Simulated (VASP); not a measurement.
A run of VASP 6.6.1:

Contents of POSCAR:

```
BeSb
1.0
    3.8791000000      0.0000000000      0.0000000000
   -1.9395500000      3.3594000000      0.0000000000
    0.0000000000      0.0000000000      3.0375500000
Be Sb
1 1
Direct
    0.0000000000      0.0000000000      0.0000000000
    0.3333300000      0.6666700000      0.5000000000
```

INCAR.step1

```
SYSTEM = BeSb
PREC = Accurate ; ENCUT = 520
EDIFF = 1E-5 ; ISMEAR = -1
SIGMA = 0.05 ; LREAL = .FALSE.
LASPH = .TRUE. ; NELM = 100
ALGO = Normal ; ISIF = 2
LWAVE = .TRUE. ; LCHARG = .FALSE.
NBANDS = 10 ; GGA = PE
```

The input INCAR.step2:

```
SYSTEM = BeSb
PREC = Accurate ; ENCUT = 520
EDIFF = 1E-6 ; ISMEAR = -1
SIGMA = 0.05 ; LREAL = .FALSE.
LASPH = .TRUE. ; NELM = 100
ALGO = Normal ; ISIF = 2
LWAVE = .FALSE. ; LCHARG = .FALSE.
GGA = PE ; LHFCALC = .TRUE.
HFSCREEN = 0.2 ; AEXX = 0.5
PRECFOCK = Fast ; NBANDS = 10
ISTART = 1
```

Contents of KPOINTS:

```
regular mesh
0
G
  4 4 5
  0 0 0
```

Potentials or basis: VASP PAW PBE potentials, release 64 (Be, Sb).

The run is started by

```console
$ cat potpaw_PBE.64/Be/POTCAR potpaw_PBE.64/Sb/POTCAR > POTCAR
$ cp INCAR.step1 INCAR
$ mpirun -np 1 vasp_std > vasp.out
$ cp INCAR.step2 INCAR
$ mpirun -np 1 vasp_std > vasp.out
```

Hardware: 1 thread of Intel(R) Xeon(R) Platinum 8375C CPU @ 2.90GHz (Ice Lake) (shared host).

Problem. Estimate the wall time of this run.

Solution. Run time: 3.3 min on 1 thread of Intel(R) Xeon(R) Platinum 8375C CPU @ 2.90GHz (Ice Lake), with other jobs on the host, peak memory 0.26 GiB. Counts: scf iterations 13, k points 21.
